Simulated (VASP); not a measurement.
OSZICAR of a VASP run on FePt (L1_0):

### OSZICAR
```
       N       E                     dE             d eps       ncg     rms          rms(c)
DAV:   1     0.955777470121E+02    0.95578E+02   -0.87730E+03  8616   0.133E+03
DAV:   2    -0.115607870266E+02   -0.10714E+03   -0.96074E+02  8610   0.260E+02
DAV:   3    -0.149327555271E+02   -0.33720E+01   -0.32627E+01 10494   0.554E+01
DAV:   4    -0.149670292385E+02   -0.34274E-01   -0.34261E-01  9546   0.474E+00
DAV:   5    -0.149679404259E+02   -0.91119E-03   -0.91117E-03 11159   0.879E-01    0.167E+01
DAV:   6    -0.162094523014E+02   -0.12415E+01   -0.14130E+01  9197   0.836E+01    0.238E+01
DAV:   7    -0.138062877454E+02    0.24032E+01   -0.89405E+00 10817   0.787E+01    0.879E+00
DAV:   8    -0.137923893447E+02    0.13898E-01   -0.47527E-01  9999   0.108E+01    0.412E+00
DAV:   9    -0.137146549208E+02    0.77734E-01   -0.11281E-01 12026   0.723E+00    0.180E+00
DAV:  10    -0.137059217851E+02    0.87331E-02   -0.36172E-02 12742   0.374E+00    0.657E-01
DAV:  11    -0.137052265494E+02    0.69524E-03   -0.26315E-03 11765   0.953E-01    0.255E-01
DAV:  12    -0.137051483836E+02    0.78166E-04   -0.27147E-04 10919   0.240E-01    0.702E-02
DAV:  13    -0.137051536107E+02   -0.52271E-05   -0.46368E-05 11160   0.152E-01    0.390E-02
DAV:  14    -0.137051506656E+02    0.29451E-05   -0.57619E-06 10169   0.554E-02    0.139E-02
DAV:  15    -0.137051512420E+02   -0.57644E-06   -0.28100E-06  7488   0.402E-02
   1 F= -.13705151E+02 E0= -.13704791E+02  d E =-.137052E+02  mag=     3.3006
       N       E                     dE             d eps       ncg     rms          rms(c)
DAV:   1    -0.159205428043E+02   -0.22154E+01   -0.38118E+01  8421   0.859E+01    0.115E+01
DAV:   2    -0.136855443125E+02    0.22350E+01   -0.61555E+00  9212   0.324E+01    0.741E+00
DAV:   3    -0.137289520115E+02   -0.43408E-01   -0.40174E-01 10506   0.140E+01    0.558E+00
DAV:   4    -0.136890178142E+02    0.39934E-01   -0.25845E-01 11043   0.141E+01    0.256E+00
DAV:   5    -0.136730585909E+02    0.15959E-01   -0.89214E-02 10289   0.763E+00    0.180E+00
DAV:   6    -0.136688384051E+02    0.42202E-02   -0.11032E-02 12359   0.158E+00    0.326E-01
DAV:   7    -0.136690801956E+02   -0.24179E-03   -0.82538E-04 10518   0.343E-01    0.151E-01
DAV:   8    -0.136691548065E+02   -0.74611E-04   -0.57184E-05 10453   0.709E-02    0.514E-02
DAV:   9    -0.136691624454E+02   -0.76389E-05   -0.27710E-05 11183   0.990E-02    0.121E-02
DAV:  10    -0.136691644226E+02   -0.19772E-05   -0.28908E-06  9133   0.172E-02    0.534E-03
DAV:  11    -0.136691644880E+02   -0.65410E-07   -0.38438E-07  4613   0.122E-02
   2 F= -.13669164E+02 E0= -.13668920E+02  d E =0.359868E-01  mag=     3.4880
       N       E                     dE             d eps       ncg     rms          rms(c)
DAV:   1    -0.145334957103E+02   -0.86433E+00   -0.13285E+01  8449   0.488E+01    0.692E+00
DAV:   2    -0.137403989789E+02    0.79310E+00   -0.20528E+00  9317   0.166E+01    0.389E+00
DAV:   3    -0.137506402708E+02   -0.10241E-01   -0.95201E-02 11070   0.691E+00    0.167E+00
DAV:   4    -0.137475903264E+02    0.30499E-02   -0.74255E-02 10644   0.724E+00    0.145E+00
DAV:   5    -0.137406933077E+02    0.68970E-02   -0.11084E-02 10961   0.270E+00    0.529E-01
DAV:   6    -0.137396177059E+02    0.10756E-02   -0.35872E-03 10998   0.654E-01    0.153E-01
DAV:   7    -0.137397449452E+02   -0.12724E-03   -0.23490E-04 10180   0.228E-01    0.807E-02
DAV:   8    -0.137397777396E+02   -0.32794E-04   -0.13743E-05 10306   0.377E-02    0.484E-02
DAV:   9    -0.137397895773E+02   -0.11838E-04   -0.92559E-06  9747   0.352E-02    0.101E-02
DAV:  10    -0.137397895445E+02    0.32748E-07   -0.96352E-07  5768   0.137E-02
   3 F= -.13739790E+02 E0= -.13739637E+02  d E =-.346383E-01  mag=     3.3690
       N       E                     dE             d eps       ncg     rms          rms(c)
DAV:   1    -0.137399325941E+02   -0.14302E-03   -0.23716E-03  8484   0.665E-01    0.876E-02
DAV:   2    -0.137397954833E+02    0.13711E-03   -0.34600E-04  9331   0.238E-01    0.529E-02
DAV:   3    -0.137397964098E+02   -0.92649E-06   -0.90408E-06  9687   0.396E-02
   4 F= -.13739796E+02 E0= -.13739642E+02  d E =-.346452E-01  mag=     3.3683
       N       E                     dE             d eps       ncg     rms          rms(c)
DAV:   1    -0.137402317700E+02   -0.43629E-03   -0.19813E-02  9331   0.114E+00    0.121E-01
DAV:   2    -0.137401021488E+02    0.12962E-03   -0.84178E-04 11366   0.689E-01    0.136E-01
DAV:   3    -0.137399816643E+02    0.12048E-03   -0.47777E-04 10652   0.595E-01    0.694E-02
DAV:   4    -0.137399343416E+02    0.47323E-04   -0.82472E-05 11369   0.109E-01    0.247E-02
DAV:   5    -0.137399323894E+02    0.19523E-05   -0.77148E-06 11359   0.533E-02    0.793E-03
DAV:   6    -0.137399320908E+02    0.29860E-06   -0.46855E-07  4473   0.816E-03
   5 F= -.13739932E+02 E0= -.13739766E+02  d E =-.135681E-03  mag=     3.3657
       N       E                     dE             d eps       ncg     rms          rms(c)
DAV:   1    -0.137400967297E+02   -0.16434E-03   -0.11531E-02  9338   0.876E-01    0.933E-02
DAV:   2    -0.137400329510E+02    0.63779E-04   -0.57623E-04 11093   0.586E-01    0.116E-01
DAV:   3    -0.137399487690E+02    0.84182E-04   -0.29824E-04 10660   0.471E-01    0.487E-02
DAV:   4    -0.137399221524E+02    0.26617E-04   -0.48252E-05 10855   0.743E-02    0.186E-02
DAV:   5    -0.137399210035E+02    0.11488E-05   -0.44305E-06 10193   0.419E-02    0.594E-03
DAV:   6    -0.137399208297E+02    0.17378E-06   -0.32662E-07  4382   0.695E-03
   6 F= -.13739921E+02 E0= -.13739739E+02  d E =-.124420E-03  mag=     3.3637
```

Which electronic solver shows in the log?

It is blocked Davidson (ALGO = Normal, or the opening steps of other solvers). The INCAR had ALGO = Normal.

How was spin treated?

Collinear spin (ISPIN = 2): the summary line carries one mag value, 3.36 μB in the cell.

Can the final energy be trusted as converged?

Self-consistency was reached. It stopped with EDIFF = 1E-6, NELM = 100, NSW = 60 and EDIFFG = -0.01 after 6 ionic steps (RPBE GGA, plane waves, VASP's PBE PAW potentials (set 64)). Energy and stress use the plane-wave basis of the starting cell.

The compound is FePt in the L1_0 structure. This run relaxes it. Symmetry was kept, so distortions that lower it aren't found.
